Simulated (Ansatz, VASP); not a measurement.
## CuGe6 in VASP and in Ansatz

Contents of INCAR:

```
SYSTEM = CuGe6
PREC = Accurate
ENCUT = 600
EDIFF = 1E-6
ISMEAR = 0
SIGMA = 0.1
LREAL = .FALSE.
LASPH = .TRUE.
NELM = 100
ALGO = Normal
ISIF = 3
LWAVE = .FALSE.
LCHARG = .FALSE.
GGA = PE
IBRION = 2
NSW = 100
EDIFFG = -0.01
```

The input KPOINTS:

```
regular mesh
0
G
  8 8 8
  0 0 0
```

File POSCAR:

```
CuGe6
1.0
   -3.5434917244      3.5434917244      3.5434917244
    3.5434917244     -3.5434917244      3.5434917244
    3.5434917244      3.5434917244     -3.5434917244
Cu Ge
1 6
Direct
    0.0000000000      0.0000000000      0.0000000000
    0.0000000000      0.6662933279      0.6662933279
    0.0000000000      0.3337066721      0.3337066721
    0.6662933279      0.0000000000      0.6662933279
    0.3337066721      0.0000000000      0.3337066721
    0.6662933279      0.6662933279      0.0000000000
    0.3337066721      0.3337066721      0.0000000000
```

Input for Ansatz:

```yaml
crystal:
  lattice:
    - [-3.5434917244, 3.5434917244, 3.5434917244]
    - [3.5434917244, -3.5434917244, 3.5434917244]
    - [3.5434917244, 3.5434917244, -3.5434917244]
  atoms:
    - { symbol: Cu, position: [0.0, 0.0, 0.0] }
    - { symbol: Ge, position: [0.0, 0.6662933279, 0.6662933279] }
    - { symbol: Ge, position: [0.0, 0.3337066721, 0.3337066721] }
    - { symbol: Ge, position: [0.6662933279, 0.0, 0.6662933279] }
    - { symbol: Ge, position: [0.3337066721, 0.0, 0.3337066721] }
    - { symbol: Ge, position: [0.6662933279, 0.6662933279, 0.0] }
    - { symbol: Ge, position: [0.3337066721, 0.3337066721, 0.0] }
basis:
  ecutwfc: 420
kpoints:
  mp_grid: { grid: [8, 8, 8] }
hamiltonian:
  xc: pbe
scf:
  occupations: { method: gaussian, width: 0.1 }
output:
  forces: true
  stress: true
  eigenvalues: true
relax:
  adjacent_minimum: "off"
  f_tol: 0.01
  max_steps: 80
  cell: { stress_tol: 0.05 }
```

Alike in both runs: task relaxation of cell and atoms; functional PBE; k mesh 8 × 8 × 8; occupations gaussian, width 0.1 eV; no spin polarisation.

|  | VASP | Ansatz |
| --- | --- | --- |
| version | VASP 6.6.1 | Ansatz 0.2.0 |
| potentials or method | VASP PAW PBE potentials, release 64 (Cu, Ge_d) | scalar-relativistic, plane waves, PAW |
| plane-wave cutoff (eV) | 600 | 420 |
| valence electrons in the cell | 95 | 103 |

|  | VASP | Ansatz | Ansatz less VASP |
| --- | --- | --- | --- |
| gap on the k mesh at the Fermi level, each at its own relaxed structure (eV) | none | none | - |
| relaxed volume (Å³/atom) | 25.63 | 25.62 | -0.018 |
| relaxed cell length with the largest relative difference (Å) | 6.154 | 6.153 | -0.0015 |

A gap of «none» marks a metal or a gap that the smearing closes. The two sets of potentials don't hold the same shells in valence.
